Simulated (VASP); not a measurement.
OSZICAR of a VASP run on Sr (fcc):

OSZICAR:
```
       N       E                     dE             d eps       ncg     rms          rms(c)
DAV:   1     0.409766315214E+02    0.40977E+02   -0.46821E+03   360   0.941E+02
DAV:   2     0.337433591075E-01   -0.40943E+02   -0.40436E+02   416   0.169E+02
DAV:   3    -0.161920833915E+01   -0.16530E+01   -0.16409E+01   492   0.291E+01
DAV:   4    -0.169309506727E+01   -0.73887E-01   -0.73863E-01   548   0.532E+00
DAV:   5    -0.169549810410E+01   -0.24030E-02   -0.24027E-02   501   0.679E-01    0.122E+01
DAV:   6    -0.169041861374E+01    0.50795E-02   -0.78862E-03   448   0.120E+00    0.680E+00
DAV:   7    -0.168695958735E+01    0.34590E-02   -0.14466E-02   409   0.153E+00    0.299E-01
DAV:   8    -0.168695600717E+01    0.35802E-05   -0.19185E-03   571   0.261E-01    0.136E-01
DAV:   9    -0.168697306527E+01   -0.17058E-04   -0.20483E-05   547   0.507E-02    0.398E-02
DAV:  10    -0.168698576834E+01   -0.12703E-04   -0.10921E-05   465   0.423E-02    0.291E-02
DAV:  11    -0.168698524990E+01    0.51844E-06   -0.48421E-07   256   0.723E-03
   1 F= -.16869852E+01 E0= -.16851973E+01  d E =-.168699E+01
```

**Question.** Which electronic solver shows in the log?

**Answer.** It is blocked Davidson (ALGO = Normal, or the opening steps of other solvers). The INCAR had ALGO = Normal.

**Question.** Can the final energy be trusted as converged?

**Answer.** Self-consistency was reached. It stopped with EDIFF = 1E-6, NELM = 100, NSW = 60 and EDIFFG = -0.01 after 1 ionic step (AM05 GGA, plane waves, VASP's PBE PAW potentials (set 64)).

The compound is Sr in the fcc structure. It was relaxed first, which changed the volume by -5 %. The start is the result of an earlier pass.
